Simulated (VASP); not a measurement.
VASP input:

INCAR:
```
# general
SYSTEM  = Cu3Si
PREC    = Accurate
ENCUT   = 400   # plane-wave cut-off (eV)
LREAL   = .False.   # projection in real space or not
LASPH   = .True.

# electronic loop
EDIFF   = 1E-7   # SCF stop (eV)
NELM    = 100
ALGO    = Normal   # blocked Davidson
LMAXMIX = 4   # l cut-off of mixed one-centre charges

# smearing
ISMEAR  = -5   # tetrahedra, Bloechl

# functional
GGA     = PS

# ions
ISIF    = 2   # forces and stress, cell fixed

# output
LWAVE   = .False.
LCHARG  = .True.
LORBIT  = 11   # lm-projected
NEDOS   = 601   # DOS grid

# other
LEFG    = .True.
```

POSCAR:
```
Cu3Si
1
   -1.7880564778     1.7880564778     3.5987498729
    1.7880564778    -1.7880564778     3.5987498729
    1.7880564778     1.7880564778    -3.5987498729
Si Cu
1 3
Direct
  0.0000000000   0.0000000000   0.0000000000
  0.7500000000   0.2500000000   0.5000000000
  0.2500000000   0.7500000000   0.5000000000
  0.5000000000   0.5000000000   0.0000000000
```

File KPOINTS:
```
Automatic mesh
0
Gamma
 13 13 13
```

POTCAR, in this order: Si Cu (PBE.64 set). Program: vasp_std.

**Question.** Write an equivalent input for Quantum ESPRESSO's pw.x.

**Answer.** One equivalent input (not run):
```
&CONTROL
  calculation = 'scf'
  pseudo_dir = './pseudo'
  outdir = './out'
  tprnfor = .true.
  tstress = .true.
/
&SYSTEM
  ibrav = 0
  nat = 4
  ntyp = 2
  ecutwfc = 92
  occupations = 'tetrahedra'
  input_dft = 'pbesol'
/
&ELECTRONS
  conv_thr = 7.3e-09
  electron_maxstep = 100
/
ATOMIC_SPECIES
  Si 28.085 Si.upf
  Cu 63.546 Cu.upf
CELL_PARAMETERS angstrom
    -1.7880565    1.7880565    3.5987499
     1.7880565   -1.7880565    3.5987499
     1.7880565    1.7880565   -3.5987499
ATOMIC_POSITIONS crystal
  Si   0.0000000  0.0000000  0.0000000
  Cu   0.7500000  0.2500000  0.5000000
  Cu   0.2500000  0.7500000  0.5000000
  Cu   0.5000000  0.5000000  0.0000000
K_POINTS automatic
  13 13 13 0 0 0
```
What does not carry over: the potentials are each code's own (VASP's PAW set, PseudoDojo norm-conserving files in pw.x), so ENCUT and ecutwfc are chosen apart and not converted; conv_thr bounds pw.x's estimated SCF error, while EDIFF bounds the energy change between steps; the field gradients of LEFG aren't asked of the other code.

The structure comes from a computed database's Cu3Si entry (I4/mmm); how it stands against other phases isn't given here. It was relaxed first.
